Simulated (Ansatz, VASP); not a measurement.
## Mo4N in two plane-wave programs

One calculation is typed for both programs; each brings its own data sets. How far apart do they land? Of the first pair: The structure shown is the start of the Ansatz relaxation below; VASP solves that cell, so the two are compared at the walk's first step.

Calculated with Ansatz 0.2.0; plane waves, with VASP 6.6.1 beside it; single point at PBE.

## (1) The starting structure

The cell holds 5 atoms: 4 Mo and 1 N. Its edges and angles: a = 3.161 Å, b = 2.737 Å, c = 23.042 Å, α = 90.0°, β = 90.0°, γ = 54.7°. It derives from Mo. Vacuum lies along c.

## (2) Ansatz: relaxation, PBE

Ansatz runs on its PAW soft_1 files.

The two programs are compared at the cell with which this relaxation starts, whose forces are those of its first step.

input.yaml

```yaml
crystal:
  lattice:
    - [3.1607549426, 0.0, 0.0]
    - [1.5803774713, 2.2349938257, 0.0]
    - [0.0, 0.0, 23.0416134625]
  atoms:
    - { symbol: Mo, position: [0.5, 0.0, 0.325576] }
    - { symbol: Mo, position: [0.0, 0.0, 0.422574] }
    - { symbol: Mo, position: [0.5, 0.0, 0.519572] }
    - { symbol: Mo, position: [0.0, 0.0, 0.61657] }
    - { symbol: "N", position: [0.375, 0.25, 0.674424] }
  periodic: [true, true, false]
kpoints:
  mp_grid: { grid: [12, 12, 1] }
hamiltonian:
  xc: pbe
  pseudopotentials: { kind: paw, azcp: { folder: soft_1 } }
scf:
  occupations: { method: methfessel_paxton, width: 0.15 }
output:
  forces: true
  eigenvalues: true
relax:
  adjacent_minimum: "off"
  f_tol: 0.003
  max_steps: 120
  constraints: [{ sites: [0, 1] }]
```

The run is started by

```console
$ ansatz run input.yaml --threads 8 --pin off --max-ram 20480MiB --backend cpu --events-out ev --progress --plain --runs-dir out
```

Numbers of over 12 decimals in the logs are rounded to 6 here.

What it wrote:

```text
Warning: crystal.periodic: the lattice vector that does not repeat stood 0.000° off the slab's normal, 23.042 Å along it as the deck builds it. The run solves the slab on a vector along the normal, 39.876 Å long, with every atom where it was (on the deck's vector they left 15.00 Å outside them, and the widest stretch free of ions among them is 2.23 Å). A fractional position that the run reports is one of the run's ce [...]
The last accepted step is kept in <dir> (removed where the run ends without a failure and the disk answers)
crystal.periodic: the lattice vector that does not repeat stood 0.000° off the slab's normal, 23.042 Å along it as the deck builds it. The run solves the slab on a vector along the normal, 39.876 Å long, with every atom where it was (on the deck's vector they left 15.00 Å outside them, and the widest stretch free of ions among them is 2.23 Å). A fractional position that the run reports is one of the run's cell, which [...]
Engine: ansatz 0.2.0, x86_64-unknown-linux-gnu
Pseudopotentials: kind: paw
Pseudopotential: Mo, paw, valence charge 14, recommended cutoff 420 eV (normal), soft_1/Mo.paw.azcp
Pseudopotential: N, paw, valence charge 5, recommended cutoff 420 eV (normal), soft_1/N.paw.azcp
Functional definition: PBE
  parameter kappa = 0.804
  parameter beta = 0.066725
  exchange = pbe_x(kappa = kappa, mu = beta*pi^2/3)
  correlation = pbe_c(beta = beta)
Crystal: 5 atoms, lattice volume = 281.695 Å³
Basis set: ecut = 420 eV, 5583 PW (Γ), exchange–correlation on 48×40×540 points (8 copies of the dense FFT grid, shifted against one another)
Bands: 37, of which v1, the nominal top of the filled ones, is band 31 counted from 1 (30 counted from 0)
Symmetry: 2 space group operations
Space group: Cm (ITA 8), of the structure as read, at distance tolerance 6.6e-5 Å
k-points: 43 of 144 (time reversal used)
Non-local potential: Mo, projectors of the file, l = 0: 3, l = 1: 2, l = 2: 2, l = 3: 1
Non-local potential: N, projectors of the file, l = 0: 2, l = 1: 2, l = 2: 1
PAW form: soft (Blöchl's): semilocal exchange-correlation on the pseudo side does not see the compensation charge
PAW one-centre angular grid: Mo, 590 points (default); XC on 64 Gauss nodes
PAW one-centre angular grid: N, 110 points (default); XC on 64 Gauss nodes
Initial density: superposition of atomic densities (neutral atoms: chi_scale 0, normalization atom)
Initial wavefunctions: pseudopotential atomic-orbital guess
Functional: x = pbe(κ = 0.804, μ = 0.219515), c = pbe(β = 0.066725)
SCF iter   1: F=—  HF=-20211.479655 eV  |F-HF|=—  |Δ(HF+E_count)|=         —  Δρ=7.95e-2  dr2=1.02e2  ethr=3.10e-3  ⟨swp⟩=11.4  Hψ=10787  notcnv=0
[...]
SCF iter   1: F=—  HF=-20206.409613 eV  |F-HF|=—  |Δ(HF+E_count)|=         —  Δρ=5.16e-3  dr2=1.60e-1  ethr=1.38e-3  ⟨swp⟩=4.3  Hψ=3731  notcnv=0  defer=40
preconditioner: auto → LDOS  [metal: Δε(μ)=0.014 eV  Ē_g=5.129 eV  σ=0.150 eV  W_gap=0.08  n_scr=26 (ndim 8)  ℏωp=11.9 eV  f_vac=0.712  D(μ)=3.41/eV (n_scr^D=18)  β→1.0]
SCF iter   2: F=—  HF=-20206.396168 eV  |F-HF|=—  |Δ(HF+E_count)|=   1.34e-2  S|Δr|=    0.00e0  Δρ=2.26e-3  dr2=7.74e-2  ethr=2.62e-4  ⟨swp⟩=4.1  Hψ=3880  notcnv=0  defer=44
SCF iter   3: F=—  HF=-20206.390843 eV  |F-HF|=—  |Δ(HF+E_count)|=   5.32e-3  S|Δr|=    0.00e0  Δρ=6.81e-4  dr2=3.43e-3  ethr=1.27e-4  ⟨swp⟩=3.4  Hψ=3322  notcnv=0  defer=44
SCF iter   4: F=—  HF=-20206.390868 eV  |F-HF|=—  |Δ(HF+E_count)|=   2.44e-5  S|Δr|=    0.00e0  Δρ=4.86e-4  dr2=2.00e-3  ethr=5.62e-6  ⟨swp⟩=3.7  Hψ=3718  notcnv=0  defer=43
SCF iter   5: F=—  HF=-20206.390647 eV  |F-HF|=—  |Δ(HF+E_count)|=   2.21e-4  S|Δr|=    0.00e0  Δρ=8.58e-5  dr2=5.04e-5  ethr=3.28e-6  ⟨swp⟩=3.3  Hψ=3074  notcnv=0  defer=42
SCF iter   6: F=-20206.390673 eV  HF=-20206.390666 eV  |F-HF|=6.50e-6  |Δ(HF+E_count)|=   1.92e-5  S|Δr|=    0.00e0  Δρ=4.01e-5  dr2=5.96e-6  ethr=3.00e-8  ⟨swp⟩=18.9  Hψ=11540  notcnv=0
SCF 4 converged in 6 iterations: F = -20206.390673 eV  dr2 = 5.96e-6
relax step   4: F+E_penalty+E_count = -20206.39067271 eV  Δ(F+E_penalty+E_count) = -2.018e-2 eV  max|allowed force component| = 9.041e-2 eV/Å  Δτ_max = 0.0678 Å  (6 SCF iters, dr2 threshold 1.83e-5 eV, accepted)
[...]
relax step   5: F+E_penalty+E_count = -20206.39239077 eV  Δ(F+E_penalty+E_count) = -1.718e-3 eV  max|allowed force component| = 2.707e-2 eV/Å  Δτ_max = 0.0223 Å  (7 SCF iters, dr2 threshold 5.11e-7 eV, accepted)
[...]
relax step   6: F+E_penalty+E_count = -20206.39245187 eV  Δ(F+E_penalty+E_count) = -6.110e-5 eV  max|allowed force component| = 3.463e-3 eV/Å  Δτ_max = 0.0083 Å  (6 SCF iters, dr2 threshold 4.58e-8 eV, accepted)
[...]
relax step   7: F+E_penalty+E_count = -20206.39245389 eV  Δ(F+E_penalty+E_count) = -2.023e-6 eV  max|allowed force component| = 2.708e-4 eV/Å  Δτ_max = 0.0012 Å  (4 SCF iters, accepted)
SCF converged after 4 iterations
Stability not checked: this state was not tested for a lower state beside it, because cold or Methfessel-Paxton smearing, or corrected tetrahedra, fill the levels in a way that the test cannot read (fill_not_monotonic; see scf.lower_state_search)
Free energy (F): -20206.392454 eV
Harris-Foulkes:  -20206.392454 eV  (|F-HF|=2.57e-8)
Internal energy: -20206.391329 eV  (E = F + TS)
E sigma→0 (E₀):  -20206.392173 eV
Entropy (-TS):   -0.001125 eV (-0.225 meV/atom)
Fermi energy:    -5.505909 eV
--- Per-component energies (eV) ---
  E_band       = -1771.409371
  E_kinetic    = 1813.627452
  E_local      = -327563.462409  (includes V_loc(G=0)·N_el)
  E_nonlocal   = 628.765814
  E_hartree    = 162479.680820
  E_xc         = -762.128195
  E_vxc        = -951.069165  (∫ρ·V_xc dr)
  E_paw        = -12974.742034  (= ΣΔE_a)
  E_vpaw       = -658.642258  (= ΣTr[D̂ρ^β])
  E_aug_tail   = 0.000999  (compensation charges beyond the density's cutoff)
  E_ewald      = 156171.866225
  E_smearing   = -0.001125  (= −TS)
  E_closure    = -0.000000  (closes the sum)
  Σ components = -20206.392454   (vs F -20206.392454, Δ=0.00e0)
--- Forces (eV/Å), atoms counted from 1 ---
  atom   1  Mo     0.00000000    -0.01936618     0.82227464
  atom   2  Mo     0.00000000     0.01939064    -0.82259239
  atom   3  Mo     0.00000000     0.00003718     0.00024596
  atom   4  Mo     0.00000000     0.00009688     0.00027084
  atom   5  N      0.00000000    -0.00016943    -0.00020955
  max |Σ_I F_I| component: 1.09e-5 eV/Å
--- Band table (eV; the first three rows and the last of 43) ---
  k-point 0: bands = [... 27 lower, -6.7868, -6.7620, -6.2749, -5.8785, -4.6608, -4.6285, -4.1465, -4.0178, ... 2 higher]
  k-point 1: bands = [... 27 lower, -6.7470, -6.6451, -6.4978, -5.9633, -5.5599, -4.9685, -4.6481, -4.3462, ... 2 higher]
  k-point 2: bands = [... 27 lower, -6.7721, -6.7354, -6.4156, -6.0194, -5.8165, -5.7789, -5.2416, -5.0888, ... 2 higher]
  k-point 42: bands = [... 27 lower, -6.9077, -6.7655, -6.4511, -6.2865, -5.4765, -4.6218, -4.2724, -3.9578, ... 2 higher]
--- Relaxed structure (7 steps of the walk, 7 accepted, 0 SCFs on fresh bases) ---
  F+E_penalty+E_count = -20206.39245389 eV   max|allowed force component| = 2.708e-4 eV/Å
  cell:  # Å, volume = 281.6950 Å³
    - [3.1607549426, 0.0, 0.0]
    - [1.5803774713, 2.2349938257, 0.0]
    - [0.0, 0.0, 39.876042]
  atoms:
    - { symbol: Mo, position: [0.5, 0.0, 0.188128] }
    - { symbol: Mo, position: [0.0, 0.0, 0.244176] }
    - { symbol: Mo, position: [0.502556, -0.00511191, 0.300033] }
    - { symbol: Mo, position: [0.023100, -0.046200, 0.358560] }
    - { symbol: N, position: [0.407597, 0.184807, 0.383956] }
```

Reading the cycles: dr2 is the Hartree energy of the density residual (eV), the measure of convergence; HF is the Harris–Foulkes estimate of the energy, which meets the free energy F at convergence.

## (3) VASP: single point, PBE, start cell, pair 1

The same cell, functional, mesh and smearing now go to VASP, with its own data sets.

Lines of VASP's logs that name or quote its potential files are left out, and so is its time.

INCAR

```
SYSTEM = Mo4N
PREC = Accurate
ENCUT = 520
EDIFF = 1E-06
NELM = 120
ISMEAR = 1
SIGMA = 0.15
LREAL = .FALSE.
ALGO = Normal
GGA = PE
NBANDS = 37
LASPH = .TRUE.
LORBIT = 11
LWAVE = .FALSE.
LCHARG = .FALSE.
ISIF = 2
LDIPOL = .TRUE.
IDIPOL = 3
DIPOL = 0.5 0.5 0.515
LVHAR = .TRUE.
GGA_COMPAT = .FALSE.
NELMDL = -8
KPAR = 2
```

POSCAR

```
Mo4N
1.0
    3.1607549426      0.0000000000      0.0000000000
    1.5803774713      2.2349938257      0.0000000000
    0.0000000000      0.0000000000     23.0416134625
Mo N
4 1
Direct
    0.4999998509      0.0000000000      0.3255759850
    0.9999998509      0.0000000000      0.4225740101
    0.4999998509      0.0000000000      0.5195719918
    0.9999998509      0.0000000000      0.6165700168
    0.3749999530      0.2499997958      0.6744239949
```

KPOINTS

```
Automatic mesh
0
Gamma
12 12 1
0 0 0
```

The projector-augmented-wave data sets are Mo_sv and N (PBE family, release 64).

The run is started by

```console
$ mpirun -np 2 vasp_std
```

What it wrote:

```text
[banner, memory and clock lines left out]
running    2 mpi-ranks, on    1 nodes
 distrk:  each k-point on    1 cores,    2 groups
 distr:  one band on    1 cores,    1 groups

 POSCAR found type information on POSCAR MoN
 POSCAR found :  2 types and       5 ions
 LDA part: xc-table for (Slater+PW92), standard interpolation
 POSCAR, INCAR and KPOINTS ok, starting setup
 FFT: planning ... GRIDC
 FFT: planning ... GRID_SOFT
 FFT: planning ... GRID
 WAVECAR not read
 entering main loop
       N       E                     dE             d eps       ncg     rms          rms(c)
DAV:   1     0.682611650398E+03    0.68261E+03   -0.38447E+04  3918   0.152E+03
DAV:   2    -0.255090236300E+02   -0.70812E+03   -0.69380E+03  3694   0.467E+02
DAV:   3    -0.546432596428E+02   -0.29134E+02   -0.28006E+02  4245   0.833E+01
DAV:   4    -0.554777076480E+02   -0.83445E+00   -0.81662E+00  4050   0.124E+01
DAV:   5    -0.555103804768E+02   -0.32673E-01   -0.31607E-01  4176   0.191E+00
DAV:   6    -0.555116874731E+02   -0.13070E-02   -0.12790E-02  4255   0.305E-01
DAV:   7    -0.555117533578E+02   -0.65885E-04   -0.65308E-04  3776   0.457E-02
DAV:   8    -0.555117592513E+02   -0.58934E-05   -0.58794E-05  3295   0.819E-03    0.330E+01
DAV:   9    -0.134348813604E+03   -0.78837E+02   -0.68526E+02  4719   0.916E+01    0.516E+01
DAV:  10    -0.637515541648E+02    0.70597E+02   -0.88780E+02  4738   0.561E+01    0.334E+01
DAV:  11    -0.505168947020E+02    0.13235E+02   -0.17720E+02  4416   0.432E+01    0.103E+01
DAV:  12    -0.528931433817E+02   -0.23762E+01   -0.52789E+01  4303   0.320E+01    0.126E+01
DAV:  13    -0.497571309077E+02    0.31360E+01   -0.25988E+01  4318   0.170E+01    0.715E+00
DAV:  14    -0.498770804416E+02   -0.11995E+00   -0.14430E+00  4095   0.388E+00    0.726E+00
[...]
DAV:  31    -0.495736214834E+02   -0.26246E-04   -0.44331E-06  3005   0.116E-02    0.204E-02
DAV:  32    -0.495736253905E+02   -0.39071E-05   -0.21229E-06  2607   0.102E-02    0.131E-02
DAV:  33    -0.495736338391E+02   -0.84486E-05   -0.65294E-06  3159   0.164E-02    0.393E-03
DAV:  34    -0.495736373695E+02   -0.35304E-05   -0.63382E-07  2122   0.483E-03    0.361E-03
DAV:  35    -0.495736390775E+02   -0.17081E-05   -0.16517E-07  1962   0.209E-03    0.318E-03
DAV:  36    -0.495736402683E+02   -0.11907E-05   -0.82120E-08  1896   0.195E-03    0.209E-03
DAV:  37    -0.495736414091E+02   -0.11408E-05   -0.14483E-07  1950   0.191E-03    0.179E-03
DAV:  38    -0.495736417041E+02   -0.29506E-06   -0.78192E-08  1836   0.173E-03
   1 F= -.49573642E+02 E0= -.49573395E+02  d E =-.740507E-03
```

OUTCAR, selected parts (step 3):

```text
ion  position               nearest neighbor table
   1  0.500  0.000  0.326-   2 2.74   2 2.74   2 3.16   2 3.16
   2  1.000  0.000  0.423-   3 2.74   3 2.74   1 2.74   1 2.74   3 3.16   3 3.16   1 3.16   1 3.16

  LATTYP: Found a base centered orthorhombic cell.
 ALAT       =     3.1607549426
 B/A-ratio  =     1.4142151899
 C/A-ratio  =     7.2899082279

 Subroutine GETGRP returns: Found  2 space group operations
 (whereof  2 operations were pure point group operations)

The static configuration has the point symmetry C_1h.

 Found     43 irreducible k-points:

   k-points           NKPTS =     43   k-points in BZ     NKDIM =     43   number of bands    NBANDS=     37

   dimension x,y,z NGX =    24 NGY =   20 NGZ =  180
   dimension x,y,z NGXF=    48 NGYF=   40 NGZF=  360

   ENCUT  =  520.0 eV  38.22 Ry    6.18 a.u.   5.88  5.09 42.84*2*pi/ulx,y,z

   NELECT =      61.0000    total number of electrons

 k-points in reciprocal lattice and weights: Automatic mesh
   0.00000000  0.00000000  0.00000000       0.007
   0.08333333 -0.00000000  0.00000000       0.028
   0.16666667 -0.00000000  0.00000000       0.028
   0.25000000 -0.00000000  0.00000000       0.028
   0.33333333 -0.00000000  0.00000000       0.028
   0.41666667 -0.00000000  0.00000000       0.028
   0.50000000 -0.00000000  0.00000000       0.014
   0.00000000  0.08333333  0.00000000       0.014
   0.16666667  0.08333333  0.00000000       0.014
[...]
-0.08333333  0.41666667  0.00000000       0.028
   0.00000000  0.50000000  0.00000000       0.007

 dipolmoment           0.000000      0.000000      0.109187 electrons x Angstroem

 average (electrostatic) potential at core
       1 -80.1449       2 -80.2976       3 -80.0829       4 -80.2255       5 -66.8717

 E-fermi :   1.4684

 k-point     1 :       0.0000    0.0000    0.0000
  band No.  band energies     occupation
    ...
     27       0.1753      2.00000
     28       0.5590      2.00000
     29       0.6494      2.00000
     30       0.8632      2.00000
     31       1.3315      2.02719
     32       1.8533     -0.00172
     33       2.4036     -0.00000
     34       2.8552     -0.00000
     35       2.9236     -0.00000
     36       3.0598     -0.00000
    ...

 k-point     2 :       0.0833   -0.0000    0.0000
  band No.  band energies     occupation
    ...
     26      -0.0422      2.00000
     27       0.1639      2.00000
     28       0.3141      2.00000
     29       0.5882      2.00000
     30       0.7849      2.00000
     31       1.5260      0.40066
     32       1.8091     -0.00605
     33       2.0018     -0.00001
     34       2.7478     -0.00000
     35       2.8543     -0.00000
    ...

 k-point     3 :       0.1667   -0.0000    0.0000
  band No.  band energies     occupation
    ...
     27      -0.1217      2.00000
     28       0.0971      2.00000
     29       0.4679      2.00000
     30       0.7808      2.00000
     31       1.2937      2.06971
     32       1.8395     -0.00260
     33       2.1235     -0.00000
     34       2.6697     -0.00000
     35       2.6995     -0.00000
     36       2.9315     -0.00000
    ...

  Total       -3.2116895      0.5782934     -6.3071223      0.0000000      0.2967342      0.0000000
  in kB      -31.6128823      5.6921818    -62.0814415      0.0000000      2.9207757      0.0000000
  external PRESSURE =     -29.3340473 kB  Pullay stress =       0.0000000 kB

  energy-cutoff  :      520.00
  volume of cell :      162.77
      direct lattice vectors                 reciprocal lattice vectors
     3.160754943  0.000000000  0.000000000     0.316380111 -0.223714265  0.000000000
     1.580377471  2.234993826  0.000000000     0.000000000  0.447428529  0.000000000
     0.000000000  0.000000000 23.041613462     0.000000000  0.000000000  0.043399739

 POSITION                                       TOTAL-FORCE (eV/Angst)
 -----------------------------------------------------------------------------------
      1.58038      0.00000      7.50180        -0.000000     -0.005783      0.709780
      3.16075      0.00000      9.73679         0.000000      0.039505     -0.710278
      1.58038      0.00000     11.97178        -0.000000      0.028221     -0.316075
      3.16075      0.00000     14.20677        -0.000000     -0.435047      4.370450
      1.58038      0.55875     15.53982         0.000000      0.373104     -4.053877
 -----------------------------------------------------------------------------------
    total drift:                                0.003503      0.000100      0.000566

  FREE ENERGIE OF THE ION-ELECTRON SYSTEM (eV)
  ---------------------------------------------------
  free  energy   TOTEN  =       -49.5736417041 eV

  energy  without entropy=      -49.5729011967  energy(sigma->0) =      -49.57339487

 vacuum level on the upper side and lower side of the slab         8.922         6.126

 total charge
# of ion       s       p       d       tot
------------------------------------------
    1        2.370   6.126   3.870  12.365
    2        2.377   6.200   3.885  12.463
    3        2.381   6.202   3.904  12.487
    4        2.352   6.235   3.881  12.468
    5        1.325   2.187   0.000   3.512
--------------------------------------------------
tot         10.804  26.949  15.541  53.295

[... 3 further parts left out ...]
```

This run has no spin polarisation, so a moment on Mo, if there is one, isn't seen. Its electron count is odd, so without a moment it is a metal by construction.

## (4) Comparison

Known differences besides the potentials themselves: Ansatz cuts the interaction across the vacuum, VASP repeats the sheet with a dipole correction; the cutoff is 420 eV in Ansatz and 520 eV in VASP. Total energies have different zeros and are not compared.

Forces (eV/Å; atoms numbered as in POSCAR):

| atom | Ansatz x, y, z | VASP x, y, z |
| --- | --- | --- |
| Mo1 | 0.000, -0.006, 0.729 | 0.000, -0.006, 0.710 |
| Mo2 | 0.000, 0.040, -0.707 | 0.000, 0.040, -0.710 |
| Mo3 | 0.000, 0.027, -0.315 | 0.000, 0.028, -0.316 |
| Mo4 | 0.000, -0.440, 4.381 | 0.000, -0.435, 4.370 |
| N5 | 0.000, 0.380, -4.089 | 0.000, 0.373, -4.054 |

The forces differ by 11 meV/Å r.m.s., which is 0.7 % of the r.m.s. force of 1.570 eV/Å (both taken over all components). With vacuum in the cell, a pressure given here is an average over mostly empty space and none of the material.

## (5) Ansatz: relaxation, PBE

This run makes the geometry at which the two programs are then compared.

The structure compared here is the end of the Ansatz relaxation.

input.yaml is that of step 2.

The run is started by

```console
$ ansatz run input.yaml --threads 8 --pin off --max-ram 20480MiB --backend cpu --events-out ev --progress --plain --runs-dir out
```

What it wrote:

```text
[...]
Crystal: 5 atoms, lattice volume = 281.695 Å³
Basis set: ecut = 420 eV, 5583 PW (Γ), exchange–correlation on 48×40×540 points (8 copies of the dense FFT grid, shifted against one another)
Bands: 37, of which v1, the nominal top of the filled ones, is band 31 counted from 1 (30 counted from 0)
Symmetry: 2 space group operations
[...]
k-points: 43 of 144 (time reversal used)
[...]
F+E_penalty+E_count = -20206.39245389 eV   max|allowed force component| = 2.708e-4 eV/Å
  cell:  # Å, volume = 281.6950 Å³
    - [3.1607549426, 0.0, 0.0]
    - [1.5803774713, 2.2349938257, 0.0]
    - [0.0, 0.0, 39.876042]
  atoms:
    - { symbol: Mo, position: [0.5, 0.0, 0.188128] }
    - { symbol: Mo, position: [0.0, 0.0, 0.244176] }
    - { symbol: Mo, position: [0.502556, -0.00511191, 0.300033] }
    - { symbol: Mo, position: [0.023100, -0.046200, 0.358560] }
    - { symbol: N, position: [0.407597, 0.184807, 0.383956] }
[key lines of the parts left out:]
SCF converged after 4 iterations
Free energy (F): -20206.392454 eV
Fermi energy:    -5.505909 eV
```

[end of part 1 of 2]

[Lines on the potential files, build, host, timing and source positions are cut from VASP's logs without a mark.]

[Logs are printed without paths, hosts, clocks, repeated set-up lines and the standing remarks that a program may print on its own settings, such as how far it seeks lower states.]

[Hosts, paths, dates, database ids (printed as entryN), source tags and the programs' standing remarks are cut or masked in the printed files.]
